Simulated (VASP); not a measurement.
# Lattice vibrations of CdGeAs2

How does the lattice of CdGeAs2 vibrate? The start is a computed cell from the Materials Project.

Main program and level: VASP 6.6.1; PBEsol; plane waves and PAW (Cd, As, Ge).

### 1. The structure

It takes space group I-42d (No. 122, tetragonal). Conventional cell: a = 5.978 Å, b = 5.978 Å, c = 11.329 Å, α = 90.00°, β = 90.00°, γ = 90.00°. Cd has 4 As at 2.65 Å nearest. Nearest to As lie 2 Ge at 2.45 Å and 2 Cd at 2.65 Å. Nearest to Ge lie 4 As at 2.45 Å. Farther neighbours are not listed.

### 2. Relax the host

First cell and atoms are relaxed at a raised cutoff, so that later runs start from this functional's own cell.

Input file INCAR:

```
SYSTEM = CdGeAs2
PREC = Accurate
ENCUT = 360
EDIFF = 1E-06
NELM = 120
ISMEAR = 0
SIGMA = 0.05
LREAL = .FALSE.
ALGO = Normal
GGA = PS
NBANDS = 34
LORBIT = 11
LWAVE = .FALSE.
LCHARG = .FALSE.
KPAR = 4
IBRION = 2
NSW = 40
ISIF = 3
EDIFFG = -0.02
POTIM = 0.4
```

Input file POSCAR:

```
CdGeAs2
1.0
   -2.9888745628      2.9888745628      5.6642966801
    2.9888745628     -2.9888745628      5.6642966801
    2.9888745628      2.9888745628     -5.6642966801
Cd As Ge
2 4 2
Direct
    0.5000000000      0.5000000000      0.0000000000
    0.2500000000      0.7500000000      0.5000000000
    0.0962175700      0.1250000000      0.4712175700
    0.3750000000      0.9037824300      0.0287824300
    0.6537824300      0.6250000000      0.5287824300
    0.8750000000      0.3462175700      0.9712175700
    0.7500000000      0.2500000000      0.5000000000
    0.0000000000      0.0000000000      0.0000000000
```

Input file KPOINTS:

```
Automatic mesh
0
Gamma
5 5 5
0 0 0
```

The projector-augmented-wave data sets are Cd, As and Ge (PBE family, release 64).

Run with:

```console
> mpirun -np 4 vasp_std
```

What it wrote:

```text
[banner, memory and clock lines left out]
running    4 mpi-ranks, on    1 nodes
 distrk:  each k-point on    1 cores,    4 groups
 distr:  one band on    1 cores,    1 groups

 POSCAR found type information on POSCAR CdAsGe
 POSCAR found :  3 types and       8 ions
|                                                                             |
|               ----> ADVICE to this user running VASP <----                  |
|                                                                             |
|     You enforced a specific xc type in the INCAR file but a different       |
|     [... a line on the potential file left out ...]
|     I HOPE YOU KNOW WHAT YOU ARE DOING!                                     |
|                                                                             |

 LDA part: xc-table for (Slater+PW92), standard interpolation
 POSCAR, INCAR and KPOINTS ok, starting setup
 FFT: planning ... GRIDC
 FFT: planning ... GRID_SOFT
 FFT: planning ... GRID
 WAVECAR not read
 entering main loop
       N       E                     dE             d eps       ncg     rms          rms(c)
DAV:   1     0.224637293810E+03    0.22464E+03   -0.18418E+04  1224   0.992E+02
DAV:   2    -0.200437161224E+02   -0.24468E+03   -0.23794E+03  1390   0.249E+02
DAV:   3    -0.338627398522E+02   -0.13819E+02   -0.13710E+02  1496   0.585E+01
DAV:   4    -0.340166794408E+02   -0.15394E+00   -0.15369E+00  1430   0.571E+00
DAV:   5    -0.340184010335E+02   -0.17216E-02   -0.17209E-02  1456   0.569E-01    0.839E+00
DAV:   6    -0.331412314436E+02    0.87717E+00   -0.18854E+00  1436   0.130E+01    0.652E+00
DAV:   7    -0.330422029050E+02    0.99029E-01   -0.73717E-01  1394   0.399E+00    0.278E+00
DAV:   8    -0.330319352796E+02    0.10268E-01   -0.85259E-02  1356   0.281E+00    0.504E-01
DAV:   9    -0.330308398695E+02    0.10954E-02   -0.12606E-02  1440   0.125E+00    0.102E-01
DAV:  10    -0.330306902070E+02    0.14966E-03   -0.13572E-03  1412   0.343E-01    0.469E-02
DAV:  11    -0.330307715612E+02   -0.81354E-04   -0.54620E-04  1430   0.154E-01    0.304E-02
DAV:  12    -0.330307506766E+02    0.20885E-04   -0.14852E-04  1328   0.111E-01    0.131E-02
DAV:  13    -0.330307540051E+02   -0.33285E-05   -0.99048E-06  1348   0.234E-02    0.568E-03
DAV:  14    -0.330307528423E+02    0.11629E-05   -0.42201E-06  1416   0.199E-02    0.801E-04
DAV:  15    -0.330307528673E+02   -0.25041E-07   -0.69628E-07   698   0.398E-03
   1 F= -.33030753E+02 E0= -.33030749E+02  d E =-.330308E+02
 curvature:   0.00 expect dE= 0.000E+00 dE for cont linesearch  0.000E+00
 trial: gam= 0.00000 g(F)=  0.772E-02 g(S)=  0.444E-02 ort = 0.000E+00 (trialstep = 0.100E+01)
 search vector abs. value=  0.122E-01
 bond charge predicted
       N       E                     dE             d eps       ncg     rms          rms(c)
DAV:   1    -0.330625135300E+02   -0.31761E-01   -0.64260E-01  1268   0.617E+00    0.109E+00
DAV:   2    -0.330420687066E+02    0.20445E-01   -0.72746E-02  1444   0.284E+00    0.403E-01
DAV:   3    -0.330399739491E+02    0.20948E-02   -0.75595E-03  1370   0.540E-01    0.353E-01
DAV:   4    -0.330395376891E+02    0.43626E-03   -0.16129E-03  1410   0.291E-01    0.608E-02
DAV:   5    -0.330394580682E+02    0.79621E-04   -0.48614E-04  1340   0.231E-01    0.342E-02
DAV:   6    -0.330394600136E+02   -0.19454E-05   -0.63248E-05  1424   0.410E-02    0.160E-02
DAV:   7    -0.330394604134E+02   -0.39977E-06   -0.80759E-06  1356   0.268E-02
   2 F= -.33039460E+02 E0= -.33039458E+02  d E =-.870755E-02
[...]
3 F= -.33041289E+02 E0= -.33041287E+02  d E =-.105363E-01
[...]
4 F= -.33044241E+02 E0= -.33044239E+02  d E =-.295184E-02
 trial-energy change:   -0.002952  1 .order   -0.002975   -0.004837   -0.001112
 step:   1.5005(harm=  1.4833)  dis= 0.01025  next Energy=   -33.044415 (dE=-0.313E-02)
 bond charge predicted
       N       E                     dE             d eps       ncg     rms          rms(c)
DAV:   1    -0.330448214115E+02   -0.58015E-03   -0.21913E-02  1248   0.105E+00    0.186E-01
DAV:   2    -0.330444509958E+02    0.37042E-03   -0.21950E-03  1502   0.446E-01    0.484E-02
DAV:   3    -0.330444126366E+02    0.38359E-04   -0.19072E-04  1308   0.892E-02    0.447E-02
DAV:   4    -0.330444003638E+02    0.12273E-04   -0.32237E-05  1400   0.449E-02    0.837E-03
DAV:   5    -0.330443980461E+02    0.23177E-05   -0.68764E-06  1272   0.276E-02    0.309E-03
DAV:   6    -0.330443978687E+02    0.17736E-06   -0.12791E-06   664   0.787E-03
   5 F= -.33044398E+02 E0= -.33044396E+02  d E =-.310873E-02
 curvature:  -1.00 expect dE=-0.815E-04 dE for cont linesearch -0.127E-05
 trial: gam= 0.03933 g(F)=  0.208E-05 g(S)=  0.797E-04 ort =-0.852E-04 (trialstep = 0.121E+01)
 search vector abs. value=  0.839E-04
 reached required accuracy - stopping structural energy minimisation
```

Wall time 58 s (4 MPI ranks of Intel Xeon 6975P-C (Granite Rapids), shared host); peak memory 1.5 GiB; 3.8 min of CPU time.

Lines that name or quote the potential files are left out of all logs, and their timing lines are given in words.

From OUTCAR (step 2):

```text
ion  position               nearest neighbor table
   1  0.500  0.500  0.000-   5 2.65   4 2.65   6 2.65   3 2.65
   2  0.250  0.750  0.500-   4 2.65   3 2.65   5 2.65   6 2.65
   3  0.096  0.125  0.471-   7 2.45   8 2.45   1 2.65   2 2.65
   4  0.375  0.904  0.029-   7 2.45   8 2.45   1 2.65   2 2.65
   5  0.654  0.625  0.529-   8 2.45   7 2.45   2 2.65   1 2.65
   6  0.875  0.346  0.971-   7 2.45   8 2.45   2 2.65   1 2.65
   7  0.750  0.250  0.500-   4 2.45   3 2.45   5 2.45   6 2.45
   8  0.000  0.000  0.000-   5 2.45   4 2.45   3 2.45   6 2.45

  LATTYP: Found a body centered tetragonal cell.
 ALAT       =     5.9777491256
 C/A-ratio  =     1.8951269319

 Subroutine GETGRP returns: Found  8 space group operations
 (whereof  4 operations were pure point group operations)

The static configuration has the point symmetry S_4 .
 The point group associated with its full space group is D_2d.

 Found     18 irreducible k-points:

   k-points           NKPTS =     18   k-points in BZ     NKDIM =     18   number of bands    NBANDS=     34

   dimension x,y,z NGX =    48 NGY =   48 NGZ =   48
   dimension x,y,z NGXF=    96 NGYF=   96 NGZF=   96

   ENCUT  =  360.0 eV  26.46 Ry    5.14 a.u.  10.93 10.93 10.93*2*pi/ulx,y,z

   NELECT =      52.0000    total number of electrons

 k-points in reciprocal lattice and weights: Automatic mesh
   0.00000000  0.00000000  0.00000000       0.008
   0.20000000 -0.00000000  0.00000000       0.064
   0.40000000 -0.00000000  0.00000000       0.064
   0.20000000  0.20000000  0.00000000       0.064
   0.40000000  0.20000000  0.00000000       0.128
  -0.40000000  0.20000000  0.00000000       0.128
  -0.20000000  0.20000000  0.00000000       0.032
   0.40000000  0.40000000  0.00000000       0.064
  -0.40000000  0.40000000  0.00000000       0.032
[...]
-0.40000000  0.40000000  0.40000000       0.032
  -0.40000000 -0.40000000  0.40000000       0.016

 average (electrostatic) potential at core
       1 -38.7671       2 -38.7671       3 -51.5458       4 -51.5458       5 -51.5458
       6 -51.5458       7 -34.1035       8 -34.1035

 E-fermi :   2.6208

 k-point     1 :       0.0000    0.0000    0.0000
  band No.  band energies     occupation
    ...
     22       0.4172      2.00000
     23       0.4172      2.00000
     24       2.3867      2.00000
     25       2.5044      1.99901
     26       2.5044      1.99901
     27       2.7298      0.00206
     28       3.8472      0.00000
     29       4.2624      0.00000
     30       5.4907      0.00000
     31       5.4907      0.00000
    ...

 k-point     2 :       0.2000   -0.0000    0.0000
  band No.  band energies     occupation
    ...
     22       0.4041      2.00000
     23       0.5131      2.00000
     24       0.8994      2.00000
     25       2.0484      2.00000
     26       2.4636      1.99999
     27       3.8162      0.00000
     28       4.4542      0.00000
     29       4.7714      0.00000
     30       5.1634      0.00000
     31       5.4912      0.00000
    ...

 k-point     3 :       0.4000   -0.0000    0.0000
  band No.  band energies     occupation
    ...
     22      -0.0219      2.00000
     23       0.4016      2.00000
     24       1.1973      2.00000
     25       1.3393      2.00000
     26       2.0595      2.00000
     27       4.3134      0.00000
     28       4.5310      0.00000
     29       5.2174      0.00000
     30       5.8368      0.00000
     31       6.0488      0.00000
    ...

  Total       -0.0635883     -0.0635883      0.0918508      0.0000000      0.0000000      0.0000000
  in kB       -0.5076701     -0.5076701      0.7333092      0.0000000      0.0000000      0.0000000
  external PRESSURE =      -0.0940103 kB  Pullay stress =       0.0000000 kB

  energy-cutoff  :      360.00
  volume of cell :      200.68
      direct lattice vectors                 reciprocal lattice vectors
    -2.979061204  2.979061204  5.653110608     0.000000000  0.167838109  0.088446881
     2.979061204 -2.979061204  5.653110608     0.167838109  0.000000000  0.088446881
     2.979061204  2.979061204 -5.653110608     0.167838109  0.167838109  0.000000000

 POSITION                                       TOTAL-FORCE (eV/Angst)
 -----------------------------------------------------------------------------------
      0.00000      0.00000      5.65311        -0.000000      0.000000      0.000000
      2.97906      0.00000      2.82656        -0.000000      0.000000     -0.000000
      1.48953      1.34304     -1.41328         0.000000     -0.003672     -0.000000
      1.63602     -1.48953      7.06639         0.003672      0.000000      0.000000
      1.48953      1.63602      4.23983        -0.000000      0.003672      0.000000
      1.34304      4.46859      1.41328        -0.003672      0.000000     -0.000000
      0.00000      2.97906      2.82656        -0.000000      0.000000     -0.000000
      0.00000     -0.00000      0.00000         0.000000      0.000000     -0.000000
 -----------------------------------------------------------------------------------
    total drift:                                0.000002      0.000002      0.000002

  FREE ENERGIE OF THE ION-ELECTRON SYSTEM (eV)
  ---------------------------------------------------
  free  energy   TOTEN  =       -33.0443978687 eV

  energy  without entropy=      -33.0443938239  energy(sigma->0) =      -33.04439585

 reached required accuracy - stopping structural energy minimisation

 total charge
# of ion       s       p       d       tot
------------------------------------------
    1        0.501   0.367   9.495  10.363
    2        0.501   0.367   9.495  10.363
    3        1.235   1.521   0.031   2.787
    4        1.235   1.521   0.031   2.787
    5        1.235   1.521   0.031   2.787
    6        1.235   1.521   0.031   2.787
    7        1.134   1.144   0.087   2.365
    8        1.134   1.144   0.087   2.365
--------------------------------------------------
tot          8.210   9.105  19.288  36.603

[... 3 further parts left out ...]
```

The gap is read on the k-mesh alone, so it is an upper bound where the band edges lie off the mesh. The PAW data sets were made with PBE, which is usual practice but a small mismatch for other functionals. The data set Ge keeps the semicore shell frozen, which is cheaper and a little less accurate. The run keeps the 8 symmetry operations of its start, so it cannot find a distortion of lower symmetry.

Step by step:

```
step  energy less that of the first step (eV)  largest force (eV/Å)  pressure (GPa)  volume (Å³)
   1                                   0.0000                0.2236           -0.44       202.41
   2                                  -0.0087                0.1523            0.01       200.79
   3                                  -0.0105                0.0995            0.34       199.65
   4                                  -0.0135                0.0205            0.08       200.43
   5                                  -0.0136                0.0037           -0.01       200.68
```

```
conventional cell, symmetrised  before   after  change
                         a (Å)   5.978   5.958  -0.3 %
                         b (Å)   5.978   5.958  -0.3 %
                         c (Å)  11.329  11.306  -0.2 %
              volume (Å³/atom)   25.30   25.09  -0.9 %
```

The atoms that moved most (Å, as changes of fractional coordinates times the final cell):

```
atom      dx      dy     dz  length
 As6   0.025   0.000  0.000   0.025
 As5   0.000  -0.025  0.000   0.025
 As4  -0.025   0.000  0.000   0.025
 As3   0.000   0.025  0.000   0.025
```

Final coordinates:

```xyz
8
Lattice="-2.9791 2.9791 5.6531 2.9791 -2.9791 5.6531 2.9791 2.9791 -5.6531" Properties=species:S:1:pos:R:3 pbc="T T T"
Cd    0.0000    0.0000    5.6531
Cd    2.9791    0.0000    2.8266
As    1.4895    1.3430   -1.4133
As    1.6360   -1.4895    7.0664
As    1.4895    1.6360    4.2398
As    1.3430    4.4686    1.4133
Ge    0.0000    2.9791    2.8266
Ge    0.0000    0.0000    0.0000
```

This step gave:

```yaml
electronic_cycles: 42
electrons: 52
free_energy_toten: -33.04 eV
fermi_energy: 2.621 eV
pressure: -0.009401 GPa
labelled_metallic_from_the_levels_on_this_mesh: no
gap_on_the_k_mesh: 0.2254 eV
least_direct_gap_on_the_k_mesh: 0.2254 eV
```

The run ended after 5 ionic steps, 0.014 eV below its first step, once forces and stress met EDIFFG = -0.02.

[end of part 1 of 5]

[Lines on the potential files, build, host, timing and source positions are cut from VASP's logs without a mark.]

[Logs are printed without paths, hosts, clocks, repeated set-up lines and the standing remarks that a program may print on its own settings, such as how far it seeks lower states.]

[Hosts, paths, dates, database ids (printed as entryN), source tags and the programs' standing remarks are cut or masked in the printed files.]

[Runs that stopped without an error message from VASP are left out.]
